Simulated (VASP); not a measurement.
# A slab model of Fe(111), part 3 of 3

Wanted: what it costs to take an electron out of Fe(111), held as cut.

VASP 6.6.1; PBE, spin-polarised from a ferromagnetic start; plane waves and PAW (Fe).

Still holding for the runs below: The magnetic state follows from one typed start and may not be the lowest.

So far. Step 2 (Vacuum level and density of states): The vacuum level lies 3.86 eV above the Fermi level at the upper face; both faces agree, as the slab has next to no dipole.

## 5. Slab, other settings: KBLOWUP = false

INCAR reads:

```
SYSTEM = Fe
PREC = Normal
ENCUT = 300
EDIFF = 1E-06
NELM = 120
ISMEAR = -5
SIGMA = 0.1
LREAL = .FALSE.
ALGO = Fast
GGA = PE
NBANDS = 79
ISPIN = 2
MAGMOM = 3 3 3 3 3 3 3 3 3 3 3
LASPH = .TRUE.
LMAXMIX = 4
LORBIT = 11
LWAVE = .FALSE.
LCHARG = .FALSE.
KPAR = 4
IDIPOL = 3
LDIPOL = .TRUE.
DIPOL = 0.5 0.5 0.5
LVHAR = .TRUE.
LVACPOTAV = .TRUE.
KBLOWUP = .FALSE.
```

POSCAR reads:

```
Fe
1.0
    4.0587929240      0.0000000000      0.0000000000
    2.0293964620      3.5150177809      0.0000000000
    0.0000000000      0.0000000000     26.2849763629
Fe
11
Direct
    0.6666666667      0.6666666667      0.3424009166
    0.0000000000      0.0000000000      0.3739207333
    0.3333333333      0.3333333333      0.4054405500
    0.6666666667      0.6666666667      0.4369603666
    0.0000000000      0.0000000000      0.4684801833
    0.3333333333      0.3333333333      0.5000000000
    0.6666666667      0.6666666667      0.5315198167
    0.0000000000      0.0000000000      0.5630396334
    0.3333333333      0.3333333333      0.5945594500
    0.6666666667      0.6666666667      0.6260792667
    0.0000000000      0.0000000000      0.6575990834
```

KPOINTS reads:

```
Automatic mesh
0
Monkhorst-Pack
12 12 1
0 0 0
```

The projector-augmented-wave data sets are Fe (PBE family, release 64).

Launch:

```bash
$ mpirun -np 4 vasp_std
```

The program printed:

```text
[banner, memory and clock lines left out]
running    4 mpi-ranks, on    1 nodes
 distrk:  each k-point on    1 cores,    4 groups
 distr:  one band on    1 cores,    1 groups

 POSCAR found type information on POSCAR Fe
 POSCAR found :  1 types and      11 ions
 LDA part: xc-table for (Slater+PW92), standard interpolation
 POSCAR, INCAR and KPOINTS ok, starting setup
 FFT: planning ... GRIDC
 FFT: planning ... GRID_SOFT
 FFT: planning ... GRID
 WAVECAR not read
 WARNING: random wavefunctions but no delay for mixing, default for NELMDL
 entering main loop
       N       E                     dE             d eps       ncg     rms          rms(c)
DAV:   1     0.562895378286E+03    0.56290E+03   -0.26432E+04 13352   0.722E+02
DAV:   2    -0.601584432166E+02   -0.62305E+03   -0.56652E+03 13370   0.238E+02
DAV:   3    -0.951218415481E+02   -0.34963E+02   -0.32553E+02 14546   0.789E+01
DAV:   4    -0.957614637228E+02   -0.63962E+00   -0.63701E+00 14726   0.127E+01
DAV:   5    -0.957698293471E+02   -0.83656E-02   -0.83637E-02 15434   0.114E+00    0.342E+01
RMM:   6    -0.136451730599E+03   -0.40682E+02   -0.11481E+02 15137   0.567E+01    0.901E+01
RMM:   7    -0.953544647913E+02    0.41097E+02   -0.29056E+01 14354   0.294E+01    0.558E+01
RMM:   8    -0.896841955593E+02    0.56703E+01   -0.22751E+01 14462   0.261E+01    0.467E+01
RMM:   9    -0.803801589076E+02    0.93040E+01   -0.70412E+00 14450   0.163E+01    0.207E+01
RMM:  10    -0.826909460277E+02   -0.23108E+01   -0.43017E+00 14571   0.109E+01    0.265E+01
RMM:  11    -0.813469061829E+02    0.13440E+01   -0.28276E+00 14449   0.966E+00    0.175E+01
RMM:  12    -0.819608163899E+02   -0.61391E+00   -0.11604E+00 14755   0.491E+00    0.986E+00
RMM:  13    -0.829860400479E+02   -0.10252E+01   -0.10833E+00 15045   0.483E+00    0.103E+01
RMM:  14    -0.829763610463E+02    0.96790E-02   -0.10096E+00 14748   0.506E+00    0.693E+00
RMM:  15    -0.833074039979E+02   -0.33104E+00   -0.49729E-01 15054   0.288E+00    0.528E+00
RMM:  16    -0.833842507190E+02   -0.76847E-01   -0.15471E-01 14670   0.202E+00    0.530E+00
RMM:  17    -0.834177421748E+02   -0.33491E-01   -0.60619E-02 14863   0.131E+00    0.374E+00
RMM:  18    -0.836741559207E+02   -0.25641E+00   -0.82621E-02 16235   0.888E-01    0.220E+00
RMM:  19    -0.839112504922E+02   -0.23709E+00   -0.43367E-02 15875   0.616E-01    0.141E+00
RMM:  20    -0.842029554074E+02   -0.29170E+00   -0.61541E-02 17256   0.632E-01    0.109E+00
RMM:  21    -0.845620196593E+02   -0.35906E+00   -0.12724E-01 18419   0.743E-01    0.104E+00
RMM:  22    -0.849683071048E+02   -0.40629E+00   -0.16768E-01 19194   0.772E-01    0.794E-01
RMM:  23    -0.852451001291E+02   -0.27679E+00   -0.17617E-01 19470   0.703E-01    0.859E-01
RMM:  24    -0.853198670593E+02   -0.74767E-01   -0.14933E-02 16986   0.285E-01    0.724E-01
RMM:  25    -0.854131806775E+02   -0.93314E-01   -0.35789E-02 18540   0.363E-01    0.615E-01
RMM:  26    -0.854719270014E+02   -0.58746E-01   -0.57476E-03 16775   0.209E-01    0.416E-01
RMM:  27    -0.855327683856E+02   -0.60841E-01   -0.85001E-03 17656   0.192E-01    0.273E-01
RMM:  28    -0.855879832134E+02   -0.55215E-01   -0.39793E-03 17125   0.154E-01    0.119E-01
RMM:  29    -0.856279941898E+02   -0.40011E-01   -0.13948E-03 16609   0.970E-02    0.119E-01
RMM:  30    -0.856564105523E+02   -0.28416E-01   -0.58820E-04 16529   0.738E-02    0.875E-02
RMM:  31    -0.856709195481E+02   -0.14509E-01   -0.15906E-04 15741   0.489E-02    0.711E-02
RMM:  32    -0.857037534197E+02   -0.32834E-01   -0.52130E-04 17462   0.770E-02    0.829E-02
RMM:  33    -0.857198751349E+02   -0.16122E-01   -0.25289E-04 16959   0.539E-02    0.897E-02
RMM:  34    -0.857270374182E+02   -0.71623E-02   -0.10688E-04 16538   0.357E-02    0.542E-02
RMM:  35    -0.857292509595E+02   -0.22135E-02   -0.34221E-05 16176   0.200E-02    0.274E-02
RMM:  36    -0.857304761035E+02   -0.12251E-02   -0.22792E-05 16836   0.140E-02    0.909E-03
RMM:  37    -0.857311226055E+02   -0.64650E-03   -0.10671E-05 14687   0.870E-03    0.720E-03
RMM:  38    -0.857313994583E+02   -0.27685E-03   -0.56643E-06 14100   0.767E-03    0.448E-03
RMM:  39    -0.857314747702E+02   -0.75312E-04   -0.12963E-06 12610   0.404E-03    0.527E-03
RMM:  40    -0.857315317556E+02   -0.56985E-04   -0.64823E-07 12101   0.281E-03    0.373E-03
RMM:  41    -0.857315628312E+02   -0.31076E-04   -0.42685E-07 11440   0.247E-03    0.282E-03
RMM:  42    -0.857315778533E+02   -0.15022E-04   -0.43150E-07 11344   0.226E-03    0.276E-03
RMM:  43    -0.857315840728E+02   -0.62196E-05   -0.15862E-07 10415   0.159E-03    0.227E-03
WARNING in EDDRMM: call to ZHEGV failed, returncode =   6  3     78
RMM:  44    -0.857315867571E+02   -0.26843E-05   -0.13267E-07 10413   0.131E-03    0.216E-03
RMM:  45    -0.857315879146E+02   -0.11575E-05   -0.55031E-08  8932   0.906E-04    0.211E-03
RMM:  46    -0.857315883499E+02   -0.43532E-06   -0.18144E-08  7835   0.620E-04
 [... a notice as in an earlier step ...]

   1 F= -.85731588E+02 E0= -.85731588E+02  d E =0.000000E+00  mag=    28.5263
|                                                                             |
|           W    W    AA    RRRRR   N    N  II  N    N   GGGG   !!!           |
|           W    W   A  A   R    R  NN   N  II  NN   N  G    G  !!!           |
|           W    W  A    A  R    R  N N  N  II  N N  N  G       !!!           |
|           W WW W  AAAAAA  RRRRR   N  N N  II  N  N N  G  GGG   !            |
|           WW  WW  A    A  R   R   N   NN  II  N   NN  G    G                |
|           W    W  A    A  R    R  N    N  II  N    N   GGGG   !!!           |
|                                                                             |
|     Tetrahedron method does not include variations of the Fermi             |
|     occupations, so forces and stress will be inaccurate. We suggest        |
|     using a different smearing scheme ISMEAR = 1 or 2 for metals in         |
|     relaxations.                                                            |
|                                                                             |
```

It took 8.9 min on 4 MPI ranks of AMD EPYC 7R32 (Zen 2), shared host; peak memory 2.8 GiB.

Parts of OUTCAR (step 5):

```text
 Found     42 irreducible k-points:

   k-points           NKPTS =     42   k-points in BZ     NKDIM =     42   number of bands    NBANDS=     79

   NELECT =      88.0000    total number of electrons

 E-fermi :  -0.5319

 spin component 1
 k-point     1 :       0.0417    0.0417    0.0000
  band No.  band energies     occupation
    ...
     55      -0.9911      1.00000
     56      -0.8887      1.00000
     57      -0.8749      1.00000
     58      -0.6066      1.00000
     59      -0.5917      1.00000
     60       0.4119      0.00000
     61       2.1323      0.00000
     62       2.9595      0.00000
     63       3.5904      0.00000
     64       3.7388      0.00000
    ...

 k-point     2 :       0.1250    0.0417    0.0000
  band No.  band energies     occupation
    ...
     55      -0.9624      1.00000
     56      -0.9382      1.00000
     57      -0.9070      1.00000
     58      -0.6534      1.00000
     59      -0.5830      1.00000
     60       0.4609      0.00000
     61       2.2015      0.00000
     62       3.0756      0.00000
     63       3.6968      0.00000
     64       3.8494      0.00000
    ...

 k-point     3 :       0.2083    0.0417    0.0000
  band No.  band energies     occupation
    ...
     55      -1.0232      1.00000
     56      -0.9325      1.00000
     57      -0.8265      1.00000
     58      -0.7580      1.00000
     59      -0.5575      1.00000
     60       0.5915      0.00000
     61       2.3584      0.00000
     62       2.7747      0.00000
     63       3.3399      0.00000
     64       3.4353      0.00000
    ...

 k-point     4 :       0.2917    0.0417    0.0000
  band No.  band energies     occupation
    ...
     55      -1.1065      1.00000
     56      -1.0054      1.00000
     57      -0.8593      1.00000
     58      -0.6146      1.00000
     59      -0.5396      0.51805
     60       0.8272      0.00000
     61       1.3976      0.00000
     62       2.0177      0.00000
     63       2.4923      0.00000
     64       2.5538      0.00000
    ...

  Total       -6.3172241     -6.3172241     -5.4089529      0.0000000     -0.0000000      0.0000000
  in kB      -26.9901225    -26.9901225    -23.1095651      0.0000000     -0.0000000      0.0000000
  external PRESSURE =     -25.6966033 kB  Pullay stress =       0.0000000 kB

 POSITION                                       TOTAL-FORCE (eV/Angst)
 -----------------------------------------------------------------------------------
      4.05879      2.34335      9.00000        -0.000000     -0.000000      0.843359
      0.00000      0.00000      9.82850         0.000000      0.000000      0.440826
      2.02940      1.17167     10.65700         0.000000      0.000000     -0.681131
      4.05879      2.34335     11.48549         0.000000     -0.000000     -0.313408
      0.00000      0.00000     12.31399        -0.000000     -0.000000     -0.145508
      2.02940      1.17167     13.14249         0.000000      0.000000      0.000000
      4.05879      2.34335     13.97099         0.000000      0.000000      0.145508
      0.00000      0.00000     14.79948         0.000000      0.000000      0.313408
      2.02940      1.17167     15.62798        -0.000000     -0.000000      0.681131
      4.05879      2.34335     16.45648        -0.000000      0.000000     -0.440826
      0.00000      0.00000     17.28498        -0.000000      0.000000     -0.843359
 -----------------------------------------------------------------------------------
    total drift:                               -0.000000     -0.000000     -0.000000

  FREE ENERGIE OF THE ION-ELECTRON SYSTEM (eV)
  ---------------------------------------------------
  free  energy   TOTEN  =       -85.7315883499 eV

  energy  without entropy=      -85.7315883499  energy(sigma->0) =      -85.73158835

 vacuum level on the upper side and lower side of the slab         3.297         3.297

 total charge
# of ion       s       p       d       tot
------------------------------------------
    1        0.443   0.252   6.170   6.865
    2        0.469   0.409   6.230   7.109
    3        0.464   0.464   6.174   7.102
    4        0.468   0.500   6.217   7.185
    5        0.471   0.501   6.216   7.188
    6        0.469   0.505   6.212   7.186
    7        0.471   0.501   6.216   7.188
    8        0.468   0.500   6.217   7.185
    9        0.464   0.464   6.174   7.102
   10        0.469   0.409   6.230   7.109
   11        0.443   0.252   6.170   6.865
--------------------------------------------------
tot          5.099   4.757  68.226  78.081

 magnetization (x)
# of ion       s       p       d       tot
------------------------------------------
    1        0.013   0.009   2.893   2.915
    2       -0.012  -0.018   2.517   2.487
    3       -0.010  -0.045   2.648   2.593
    4       -0.015  -0.058   2.513   2.440
    5       -0.014  -0.058   2.491   2.419
    6       -0.017  -0.057   2.469   2.395
    7       -0.014  -0.058   2.491   2.419
    8       -0.015  -0.058   2.513   2.440
    9       -0.010  -0.045   2.648   2.593
   10       -0.012  -0.018   2.517   2.487
   11        0.013   0.009   2.893   2.915
--------------------------------------------------
tot         -0.091  -0.399  28.592  28.102

[... 8 parts as in an earlier step ...]

[... 10 further parts left out ...]
```

Numbers from this step:

```yaml
free_energy_toten: -85.7316 eV
fermi_energy: -0.5319 eV
moment_of_the_cell_from_the_last_line_of_the_log: 28.53 μB
vacuum_levels: 3.297, 3.297 eV
work_functions_of_the_upper_and_lower_face: 3.829, 3.829 eV
```

Spin moment in the PAW sphere by atom:

```tsv
atom	spin moment in the PAW sphere (μB)
Fe1	2.92
Fe2	2.49
Fe3	2.59
Fe4	2.44
Fe5	2.42
Fe6	2.40
Fe7	2.42
Fe8	2.44
Fe9	2.59
Fe10	2.49
Fe11	2.92
```

Force by atom:

```tsv
atom	x (eV/Å)	y (eV/Å)	z (eV/Å)	size
Fe1	0.000	0.000	0.843	0.843
Fe2	0.000	0.000	0.441	0.441
Fe3	0.000	0.000	-0.681	0.681
Fe4	0.000	0.000	-0.313	0.313
Fe5	0.000	0.000	-0.146	0.146
Fe6	0.000	0.000	0.000	0.000
Fe7	0.000	0.000	0.146	0.146
Fe8	0.000	0.000	0.313	0.313
Fe9	0.000	0.000	0.681	0.681
Fe10	0.000	0.000	-0.441	0.441
Fe11	0.000	0.000	-0.843	0.843
```

Settings moved on purpose: KBLOWUP = .FALSE..

Against the run that it repeats, NBANDS, ISMEAR and the shift of the k mesh also differ.

The two runs compared:

```tsv
quantity	this run	the run it repeats	difference
energy at zero smearing (eV)	-85.732	-85.728	-0.00349
free energy (TOTEN) (eV)	-85.732	-85.929	0.198
Fermi energy (eV)	-0.5319	-0.5328	9.0e-4
moment of the cell, from the last line of the log (μB)	28.526	28.182	0.344
```

The total energy moves by -0.3 meV an atom.

## 6. Summary of results

* work function of the slab: 3.86 eV

What this shows: The work function is 3.86 eV at both faces. The largest moment is 2.93 μB. No atom was relaxed. The cell in the plane was kept as given and was not relaxed here.

[Lines on the potential files, build, host, timing and source positions are cut from VASP's logs without a mark.]

[Logs are printed without paths, hosts, clocks, repeated set-up lines and the standing remarks that a program may print on its own settings, such as how far it seeks lower states.]

[Hosts, paths, dates, database ids (printed as entryN), source tags and the programs' standing remarks are cut or masked in the printed files.]

[In band tables of VASP the shares of atoms and orbitals are scaled to a sum of 1 inside the atoms' spheres.]

[Runs that stopped without an error message from VASP are left out.]
